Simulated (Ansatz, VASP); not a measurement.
**PtC: VASP beside Ansatz**

Wanted: the spread between two codes on one cell, functional and k mesh. The cell is generated by rule, not measured, and may not be a known phase. The cell is taken from a series of runs on this material, whose earlier steps may have relaxed, scaled, displaced or heated it; both programs get it as it stands.

Method: plane waves, with VASP 6.6.1 beside it; single point at PBEsol, in Ansatz 0.2.0.

The structure was built from a prototype and need not be the compound's stable phase.

### 1. Starting point

The structure is tetragonal, space group P4_12_12 (No. 92). The conventional cell has a = 3.123 Å, b = 3.123 Å, c = 8.833 Å, α = 90.00°, β = 90.00°, γ = 90.00°. Nearest to Pt lie 5 C at 1.98 to 2.22 Å. Nearest to C lie 5 Pt at 1.98 to 2.22 Å. Farther neighbours are not listed.

Structure file:

```xyz
8
Lattice="0.0000 -2.2083 -2.2083 0.0000 2.2083 -2.2083 8.8333 0.0000 0.0000" Properties=species:S:1:pos:R:3 pbc="T T T"
Pt    6.6250    0.0000   -2.2200
Pt    2.2083    0.0000   -2.1966
Pt    4.4166    2.1966   -2.2083
Pt    0.0000   -2.1966   -2.2083
C     0.0000   -0.2200   -2.2083
C     4.4166    0.2200   -2.2083
C     6.6250    0.0000   -4.1966
C     2.2083    0.0000   -0.2200
```

### 2. VASP: single point, PBEsol, pair 1

With cell and atoms fixed, the geometry can't cause a difference; cores, projectors, grids and the points listed under the comparison can.

Lines of VASP's logs that name or quote its potential files are left out, and so is its time.

File INCAR:

```
SYSTEM = PtC
PREC = Accurate
ENCUT = 600
EDIFF = 1E-06
NELM = 120
ISMEAR = 1
SIGMA = 0.2
LREAL = .FALSE.
ALGO = Normal
GGA = PS
NBANDS = 36
LASPH = .TRUE.
LORBIT = 11
LWAVE = .FALSE.
LCHARG = .FALSE.
ISIF = 2
GGA_COMPAT = .FALSE.
KPAR = 2
```

File POSCAR:

```
PtC
1.0
    0.0000000000     -2.2083183167     -2.2083183167
    0.0000000000      2.2083183167     -2.2083183167
    8.8332732670      0.0000000000      0.0000000000
Pt C
4 4
Direct
    0.5026440037      0.5026440037      0.7500000000
    0.4973559963      0.4973559963      0.2500000000
    0.0026440037      0.9973559963      0.5000000000
    0.9973559963      0.0026440037      0.0000000000
    0.5498116595      0.4501883405      0.0000000000
    0.4501883405      0.5498116595      0.5000000000
    0.9501883405      0.9501883405      0.7500000000
    0.0498116595      0.0498116595      0.2500000000
```

File KPOINTS:

```
Automatic mesh
0
Gamma
12 12 4
0 0 0
```

The projector-augmented-wave data sets are Pt and C (PBE family, release 64).

Started as:

```bash
$ mpirun -np 2 vasp_std
```

Numbers of over 12 decimals in the logs are rounded to 6 here.

What it wrote:

```text
[banner, memory and clock lines left out]
running    2 mpi-ranks, on    1 nodes
 distrk:  each k-point on    1 cores,    2 groups
 distr:  one band on    1 cores,    1 groups

 POSCAR found type information on POSCAR PtC
 POSCAR found :  2 types and       8 ions
|                                                                             |
|               ----> ADVICE to this user running VASP <----                  |
|                                                                             |
|     You enforced a specific xc type in the INCAR file but a different       |
|     [... a line on the potential file left out ...]
|     I HOPE YOU KNOW WHAT YOU ARE DOING!                                     |
|                                                                             |

 LDA part: xc-table for (Slater+PW92), standard interpolation
 POSCAR, INCAR and KPOINTS ok, starting setup
 FFT: planning ... GRIDC
 FFT: planning ... GRID_SOFT
 FFT: planning ... GRID
 WAVECAR not read
 entering main loop
       N       E                     dE             d eps       ncg     rms          rms(c)
DAV:   1     0.361587183618E+03    0.36159E+03   -0.31461E+04  6048   0.169E+03
DAV:   2    -0.394730477126E+02   -0.40106E+03   -0.38565E+03  6832   0.347E+02
DAV:   3    -0.624150406767E+02   -0.22942E+02   -0.22028E+02  7120   0.752E+01
DAV:   4    -0.629960876158E+02   -0.58105E+00   -0.57764E+00  6732   0.123E+01
DAV:   5    -0.630083322011E+02   -0.12245E-01   -0.12237E-01  7256   0.162E+00    0.464E+01
DAV:   6    -0.564129636450E+02    0.65954E+01   -0.37451E+01  6548   0.394E+01    0.210E+01
DAV:   7    -0.557747190236E+02    0.63824E+00   -0.69737E+00  6160   0.181E+01    0.123E+01
DAV:   8    -0.555959171034E+02    0.17880E+00   -0.45609E-01  6376   0.443E+00    0.163E+00
DAV:   9    -0.555704109752E+02    0.25506E-01   -0.89021E-02  6636   0.187E+00    0.380E-01
DAV:  10    -0.555713091699E+02   -0.89819E-03   -0.11048E-02  6500   0.594E-01    0.363E-01
DAV:  11    -0.555710855051E+02    0.22366E-03   -0.98010E-04  6656   0.189E-01    0.550E-02
DAV:  12    -0.555710534763E+02    0.32029E-04   -0.97921E-05  6468   0.469E-02    0.357E-02
DAV:  13    -0.555710487708E+02    0.47055E-05   -0.16838E-05  7076   0.251E-02    0.442E-03
DAV:  14    -0.555710490793E+02   -0.30856E-06   -0.15689E-06  3096   0.724E-03
   1 F= -.55571049E+02 E0= -.55571616E+02  d E =0.169973E-02
```

OUTCAR, selected parts (step 2):

```text
ion  position               nearest neighbor table
   1  0.503  0.503  0.750-   7 1.98   6 2.22   5 2.22   7 2.22   7 2.22   7 2.44   4 3.11   3 3.11
                             3 3.11   4 3.11   4 3.13   3 3.13   3 3.13   4 3.13
   2  0.497  0.497  0.250-   8 1.98   6 2.22   5 2.22   8 2.22   8 2.22   8 2.44   4 3.11   3 3.11
                             3 3.11   4 3.11   3 3.13   4 3.13   4 3.13   3 3.13
   3  0.003  0.997  0.500-   6 1.98   7 2.22   8 2.22   6 2.22   6 2.22   6 2.44   2 3.11   2 3.11
                             1 3.11   1 3.11   1 3.13   2 3.13   1 3.13   2 3.13
   4  0.997  0.003  0.000-   5 1.98   7 2.22   8 2.22   5 2.22   5 2.22   5 2.44   1 3.11   1 3.11
                             2 3.11   2 3.11   1 3.13   2 3.13   2 3.13   1 3.13
   5  0.550  0.450  0.000-   4 1.98   2 2.22   1 2.22   4 2.22   4 2.22   4 2.44
   6  0.450  0.550  0.500-   3 1.98   2 2.22   1 2.22   3 2.22   3 2.22   3 2.44
   7  0.950  0.950  0.750-   1 1.98   3 2.22   4 2.22   1 2.22   1 2.22   1 2.44
   8  0.050  0.050  0.250-   2 1.98   3 2.22   4 2.22   2 2.22   2 2.22   2 2.44

  LATTYP: Found a simple tetragonal cell.
 ALAT       =     3.1230337135
 C/A-ratio  =     2.8284271248

 Subroutine GETGRP returns: Found  8 space group operations
 (whereof  2 operations were pure point group operations)

The static configuration has the point symmetry C_2 .
 The point group associated with its full space group is D_4 .

 Found     84 irreducible k-points:

   k-points           NKPTS =     84   k-points in BZ     NKDIM =     84   number of bands    NBANDS=     36

   dimension x,y,z NGX =    28 NGY =   28 NGZ =   72
   dimension x,y,z NGXF=    56 NGYF=   56 NGZF=  144

   ENCUT  =  600.0 eV  44.10 Ry    6.64 a.u.   6.24  6.24 17.64*2*pi/ulx,y,z

   NELECT =      56.0000    total number of electrons

 k-points in reciprocal lattice and weights: Automatic mesh
   0.00000000  0.00000000  0.00000000       0.002
   0.08333333  0.00000000  0.00000000       0.007
   0.16666667  0.00000000  0.00000000       0.007
   0.25000000  0.00000000  0.00000000       0.007
   0.33333333  0.00000000  0.00000000       0.007
   0.41666667  0.00000000  0.00000000       0.007
   0.50000000  0.00000000  0.00000000       0.003
   0.08333333  0.08333333  0.00000000       0.007
   0.16666667  0.08333333  0.00000000       0.014
[...]
0.50000000  0.41666667  0.50000000       0.007
   0.50000000  0.50000000  0.50000000       0.002

 average (electrostatic) potential at core
       1 -63.8998       2 -63.8998       3 -63.8998       4 -63.8998       5 -45.1931
       6 -45.1931       7 -45.1931       8 -45.1931

 E-fermi :  11.0335

 k-point     1 :       0.0000    0.0000    0.0000
  band No.  band energies     occupation
    ...
     23       9.0531      2.00000
     24       9.0531      2.00000
     25       9.6250      2.00000
     26       9.6250      2.00000
     27      10.8141      2.06496
     28      11.2864     -0.07045
     29      11.2864     -0.07045
     30      11.3242     -0.05934
     31      11.5812     -0.00075
     32      11.6447     -0.00014
    ...

 k-point     2 :       0.0833    0.0000    0.0000
  band No.  band energies     occupation
    ...
     25       9.2129      2.00000
     26      10.0757      2.00000
     27      10.6738      2.02899
     28      10.9124      1.84484
     29      11.0332      1.00195
     30      11.7248     -0.00001
     31      11.7353     -0.00001
     32      12.0909     -0.00000
     33      12.2163     -0.00000
     34      12.3805     -0.00000
    ...

 k-point     3 :       0.1667    0.0000    0.0000
  band No.  band energies     occupation
    ...
     24       8.8743      2.00000
     25       9.6140      2.00000
     26      10.1592      2.00000
     27      10.2017      2.00000
     28      10.9679      1.52353
     29      11.1620      0.12375
     30      11.8724     -0.00000
     31      12.0768     -0.00000
     32      12.9890     -0.00000
     33      13.0056     -0.00000
    ...

  Total       -0.2910348      4.8752006      4.8752006      0.0000000      0.0000000     -0.0000000
  in kB       -5.4122838     90.6625784     90.6625784      0.0000000      0.0000000     -0.0000000
  external PRESSURE =      58.6376243 kB  Pullay stress =       0.0000000 kB

  energy-cutoff  :      600.00
  volume of cell :       86.15
      direct lattice vectors                 reciprocal lattice vectors
     0.000000000 -2.208318317 -2.208318317     0.000000000 -0.226416634 -0.226416634
     0.000000000  2.208318317 -2.208318317     0.000000000  0.226416634 -0.226416634
     8.833273267  0.000000000  0.000000000     0.113208317  0.000000000  0.000000000

 POSITION                                       TOTAL-FORCE (eV/Angst)
 -----------------------------------------------------------------------------------
      6.62495      0.00000     -2.22000         0.000000     -0.000000      0.444410
      2.20832      0.00000     -2.19664         0.000000     -0.000000     -0.444410
      4.41664      2.19664     -2.20832         0.000000      0.444410      0.000000
      0.00000     -2.19664     -2.20832         0.000000     -0.444410      0.000000
      0.00000     -0.22000     -2.20832         0.000000      0.354356      0.000000
      4.41664      0.22000     -2.20832         0.000000     -0.354356      0.000000
      6.62495      0.00000     -4.19664        -0.000000     -0.000000     -0.354356
      2.20832      0.00000     -0.22000        -0.000000     -0.000000      0.354356
 -----------------------------------------------------------------------------------
    total drift:                               -0.000000      0.000000      0.000000

  FREE ENERGIE OF THE ION-ELECTRON SYSTEM (eV)
  ---------------------------------------------------
  free  energy   TOTEN  =       -55.5710490793 eV

  energy  without entropy=      -55.5727488135  energy(sigma->0) =      -55.57161566

 total charge
# of ion       s       p       d       tot
------------------------------------------
    1        0.715   0.685   8.119   9.519
    2        0.715   0.685   8.119   9.519
    3        0.715   0.685   8.119   9.519
    4        0.715   0.685   8.119   9.519
    5        0.849   1.412   0.000   2.261
    6        0.849   1.412   0.000   2.261
    7        0.849   1.412   0.000   2.261
    8        0.849   1.412   0.000   2.261
--------------------------------------------------
tot          6.254   8.386  32.478  47.118

[... 3 further parts left out ...]
```

The run ends at a pressure of 5.86 GPa, with forces up to 0.44 eV/Å.

### 3. Ansatz: single point, PBEsol, pair 1

Ansatz runs on its default PAW (the set named soft_2) files.

The same cell, functional, mesh and smearing now go to Ansatz, which takes its cutoff from its data sets.

File input.yaml:

```yaml
crystal:
  lattice:
    - [0.0, -2.2083183167, -2.2083183167]
    - [0.0, 2.2083183167, -2.2083183167]
    - [8.833273267, 0.0, 0.0]
  atoms:
    - { symbol: Pt, position: [0.5026440037, 0.5026440037, 0.75] }
    - { symbol: Pt, position: [0.4973559963, 0.4973559963, 0.25] }
    - { symbol: Pt, position: [0.0026440037, -0.0026440037, 0.5] }
    - { symbol: Pt, position: [-0.0026440037, 0.0026440037, 0.0] }
    - { symbol: C, position: [0.5498116595, 0.4501883405, 0.0] }
    - { symbol: C, position: [0.4501883405, 0.5498116595, 0.5] }
    - { symbol: C, position: [-0.0498116595, -0.0498116595, 0.75] }
    - { symbol: C, position: [0.0498116595, 0.0498116595, 0.25] }
kpoints:
  mp_grid: { grid: [12, 12, 4] }
hamiltonian:
  xc: pbesol
scf:
  occupations: { method: methfessel_paxton, width: 0.2 }
output:
  forces: true
  stress: true
  eigenvalues: true
```

Started as:

```bash
$ ansatz run input.yaml --threads 4 --pin off --max-ram 7168MiB --backend cpu --events-out ev --progress --plain --runs-dir out
```

What it wrote:

```text
Engine: ansatz 0.2.0, aarch64-unknown-linux-gnu
Pseudopotentials: kind: paw
Pseudopotential: Pt, paw, valence charge 18, recommended cutoff 420 eV (normal), Pt.paw.azcp
Pseudopotential: C, paw, valence charge 4, recommended cutoff 420 eV (normal), C.paw.azcp
Functional definition: PBEsol
  exchange = pbesol_x
  correlation = pbesol_c
Crystal: 8 atoms, lattice volume = 86.154 Å³
Basis set: ecut = 420 eV, 1717 PW (Γ), exchange–correlation on 48×48×120 points (8 copies of the dense FFT grid, shifted against one another)
Bands: 53, of which v1, the nominal top of the filled ones, is band 44 counted from 1 (43 counted from 0)
Symmetry: 8 space group operations
Space group: P41212 (ITA 92), of the structure as read, at distance tolerance 4.4e-5 Å
k-points: 84 of 576 (time reversal used)
Non-local potential: Pt, projectors of the file, l = 0: 3, l = 1: 2, l = 2: 2, l = 3: 1
Non-local potential: C, projectors of the file, l = 0: 2, l = 1: 2, l = 2: 1
PAW form: soft (Blöchl's): semilocal exchange-correlation on the pseudo side does not see the compensation charge
PAW frozen core: Pt, regenerated for the run's functional, and the local potential with it (the file was generated under x = pbe(κ = 0.804, μ = 0.219515), c = pbe(β = 0.066725))
PAW frozen core: C, regenerated for the run's functional, and the local potential with it (the file was generated under x = pbe(κ = 0.804, μ = 0.219515), c = pbe(β = 0.066725))
PAW one-centre angular grid: Pt, 590 points (default); XC on 64 Gauss nodes
PAW one-centre angular grid: C, 110 points (default); XC on 64 Gauss nodes
Initial density: superposition of atomic densities (neutral atoms: chi_scale 0, normalization atom), corrected by the library's trained network
Initial wavefunctions: pseudopotential atomic-orbital guess
Functional: x = pbesol(κ = 0.804, μ = 0.123457), c = pbesol(β = 0.046)
SCF iter   1: F=—  HF=-50511.183488 eV  |F-HF|=—  |Δ(HF+E_count)|=         —  Δρ=9.37e-3  dr2=5.53e-2  ethr=1.77e-3  ⟨swp⟩=5.2  Hψ=14933  notcnv=0
preconditioner: auto → Kerker (q_TF=auto, 2.738 Å⁻¹)  [metal: Δε(μ)=0.007 eV  Ē_g=8.531 eV  σ=0.200 eV  W_gap=0.03  n_scr=26 (ndim 8)  ℏωp=29.9 eV  f_vac=0.000  D(μ)=2.73/eV (n_scr^D=18)]
SCF iter   2: F=—  HF=-50511.173560 eV  |F-HF|=—  |Δ(HF+E_count)|=   9.93e-3  S|Δr|=    0.00e0  Δρ=4.72e-3  dr2=1.28e-2  ethr=6.29e-5  ⟨swp⟩=2.2  Hψ=6616  notcnv=0
SCF iter   3: F=—  HF=-50511.169854 eV  |F-HF|=—  |Δ(HF+E_count)|=   3.71e-3  S|Δr|=    0.00e0  Δρ=6.76e-4  dr2=2.05e-4  ethr=1.46e-5  ⟨swp⟩=2.1  Hψ=6403  notcnv=0
SCF iter   4: F=—  HF=-50511.169845 eV  |F-HF|=—  |Δ(HF+E_count)|=   8.61e-6  S|Δr|=    0.00e0  Δρ=1.09e-4  dr2=6.68e-6  ethr=2.33e-7  ⟨swp⟩=2.3  Hψ=6624  notcnv=0
SCF iter   5: F=—  HF=-50511.169833 eV  |F-HF|=—  |Δ(HF+E_count)|=   1.22e-5  S|Δr|=    0.00e0  Δρ=2.97e-5  dr2=5.43e-7  ethr=7.59e-9  ⟨swp⟩=2.5  Hψ=7836  notcnv=0
SCF iter   6: F=-50511.169833 eV  HF=-50511.169833 eV  |F-HF|=5.62e-9  |Δ(HF+E_count)|=   3.15e-8  S|Δr|=    0.00e0  Δρ=6.14e-6  dr2=2.39e-8  ethr=1.14e-10  ⟨swp⟩=8.5  Hψ=16296  notcnv=0
SCF 1 converged in 6 iterations: F = -50511.169833 eV  dr2 = 2.39e-8
  greatest PAW one-centre occupation: 1.000 electrons in one spin orbital (limit 2), on the Pt atom at site 3 (counted from 0), in its partial waves of l = 0
SCF converged after 6 iterations
Stability not checked: this state was not tested for a lower state beside it, because cold or Methfessel-Paxton smearing, or corrected tetrahedra, fill the levels in a way that the test cannot read (fill_not_monotonic; see scf.lower_state_search)
Free energy (F): -50511.169833 eV
Harris-Foulkes:  -50511.169833 eV  (|F-HF|=5.62e-9)
Internal energy: -50511.171563 eV  (E = F + TS)
E sigma→0 (E₀):  -50511.170265 eV
Entropy (-TS):   0.001730 eV (0.216 meV/atom)
Fermi energy:    20.452828 eV
--- Per-component energies (eV) ---
  E_band       = -604.003024
  E_kinetic    = 2900.694373
  E_local      = -6796.585896  (includes V_loc(G=0)·N_el)
  E_nonlocal   = 919.082535
  E_hartree    = 2504.555497
  E_xc         = -1231.208668
  E_vxc        = -1445.823329  (∫ρ·V_xc dr)
  E_paw        = -37645.230021  (= ΣΔE_a)
  E_vpaw       = -1190.474286  (= ΣTr[D̂ρ^β])
  E_aug_tail   = 0.000904  (compensation charges beyond the density's cutoff)
  E_ewald      = -11163.712616
  E_core_change = 1.232327  (= ΣΔE_core)
  E_smearing   = 0.001730  (= −TS)
  E_closure    = -0.000000  (closes the sum)
  Σ components = -50511.169833   (vs F -50511.169833, Δ=0.00e0)
--- Forces (eV/Å), atoms counted from 1 ---
  atom   1  Pt    -0.00000000     0.00000000     0.38098189
  atom   2  Pt    -0.00000000     0.00000000    -0.38098189
  atom   3  Pt     0.00000000     0.38098189     0.00000000
  atom   4  Pt     0.00000000    -0.38098189    -0.00000000
  atom   5  C      0.00000000     0.29739188     0.00000000
  atom   6  C      0.00000000    -0.29739188    -0.00000000
  atom   7  C      0.00000000     0.00000000    -0.29739188
  atom   8  C      0.00000000     0.00000000     0.29739188
  max |Σ_I F_I| component: 2.78e-16 eV/Å
--- Stress (GPa, compression-positive) ---
       -0.694706      -0.000000       0.000000
       -0.000000       8.658113       0.000000
        0.000000       0.000000       8.658113
  P = ⅓ Tr σ = 5.5405 GPa (55.405 kbar)
--- Band table (eV; the first three rows and the last of 84) ---
  k-point 0: bands = [... 40 lower, 19.0433, 19.0433, 20.2259, 20.7049, 20.7049, 20.7546, 20.9953, 21.0581, ... 5 higher]
  k-point 1: bands = [... 40 lower, 19.5605, 19.5617, 20.4273, 20.7000, 20.7628, 20.7722, 20.9299, 21.0033, ... 5 higher]
  k-point 2: bands = [... 40 lower, 20.2099, 20.2099, 20.2264, 20.2264, 20.8649, 20.8649, 20.9231, 20.9231, ... 5 higher]
  k-point 83: bands = [... 40 lower, 18.7243, 18.7243, 18.7243, 18.7243, 20.0901, 20.0901, 20.0901, 20.0901, ... 5 higher]
```

In the SCF lines HF is the Harris–Foulkes energy and dr2 the Hartree energy of the density residual, in eV; the loop may stop once dr2 is under the threshold and the program's other checks hold. Hψ counts applications of the Hamiltonian.

The run ends at a pressure of 5.54 GPa, with forces up to 0.38 eV/Å.

### 4. Differences

Known differences besides the potentials themselves: the data sets hold 88 valence electrons in Ansatz (on its default PAW (the set named soft_2) files) and 56 in VASP; the cutoff is 420 eV in Ansatz and 600 eV in VASP; Ansatz makes its cores anew for this functional, VASP keeps those of its PBE data sets. Total energies have different zeros and are not compared.

Both answers:

```
      quantity  Ansatz  VASP  difference
pressure (GPa)    5.54  5.86       -0.32
```

Forces (eV/Å; atoms numbered as in POSCAR):

| atom | Ansatz x, y, z | VASP x, y, z |
| --- | --- | --- |
| Pt1 | 0.000, 0.000, 0.381 | 0.000, 0.000, 0.444 |
| Pt2 | 0.000, 0.000, -0.381 | 0.000, 0.000, -0.444 |
| Pt3 | 0.000, 0.381, 0.000 | 0.000, 0.444, 0.000 |
| Pt4 | 0.000, -0.381, 0.000 | 0.000, -0.444, 0.000 |
| C5 | 0.000, 0.297, 0.000 | 0.000, 0.354, 0.000 |
| C6 | 0.000, -0.297, 0.000 | 0.000, -0.354, 0.000 |
| C7 | 0.000, 0.000, -0.297 | 0.000, 0.000, -0.354 |
| C8 | 0.000, 0.000, 0.297 | 0.000, 0.000, 0.354 |

The forces differ by 35 meV/Å r.m.s., which is 15.0 % of the r.m.s. force of 0.232 eV/Å (both taken over all components).

### 5. What the set-up changes

Further runs change the set-up of one program: Ansatz's method, potentials or start, or VASP's data sets, cutoff or form of LDA. The table gives Ansatz less VASP for each quantity, since a change that brings one quantity closer may part another.

| run | r.m.s. force difference (meV/Å) | pressure (GPa) |
| --- | --- | --- |
| as above | 35 | -0.32 |
| VASP with the data sets Pt_sv_GW and C | 3.8 | 0.66 |

(Part 1 of 2 ends here.)

[Lines on the potential files, build, host, timing and source positions are cut from VASP's logs without a mark.]

[Logs are printed without paths, hosts, clocks, repeated set-up lines and the standing remarks that a program may print on its own settings, such as how far it seeks lower states.]

[Hosts, paths, dates, database ids (printed as entryN), source tags and the programs' standing remarks are cut or masked in the printed files.]
